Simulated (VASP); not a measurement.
**MgO: electrostatic potential with PBE**

Crystal: MgO.

```
Mg O
1.0
     0.00000    2.09230    2.09230
     2.09230    0.00000    2.09230
     2.09230    2.09230    0.00000
Mg O
1 1
Cartesian
  0.0000 0.0000 0.0000
  2.0923 2.0923 2.0923
```

The cell was built by a generator and needn't be a form met in nature.

| Property | Result |
| --- | --- |
| Program | VASP 6.6.1 |
| Task | electrostatic potential |
| Functional | PBE |
| Potentials or basis | VASP PAW PBE potentials, release 64 (Mg, O) |
| Cutoff | 520 eV |
| k mesh | 12 × 12 × 12 |
| Occupations | gaussian, width 0.02 eV |
| Spin | non-collinear spin, zero start, spin-orbit coupling |
| Starting moments | [[0.0, 0.0, 0.0], [0.0, 0.0, 0.0]] μB |
| Further INCAR settings | ALGO = Normal; EDIFF = 1e-06 |

The pressure is 7.3 GPa, the net moment is 0.00 μB per cell and the valence electrons inside the program's atomic spheres are Mg 0.42; O 5.12.

Moments on the atoms (μB; x, y, z):
```
Mg  0.00 0.00 0.00
O   0.00 0.00 0.00
```

Run time: 14 s on 4 MPI ranks on Intel(R) Xeon(R) Platinum 8259CL CPU @ 2.50GHz (Skylake/Cascade Lake), on a shared host, peak memory 0.21 GiB a rank.
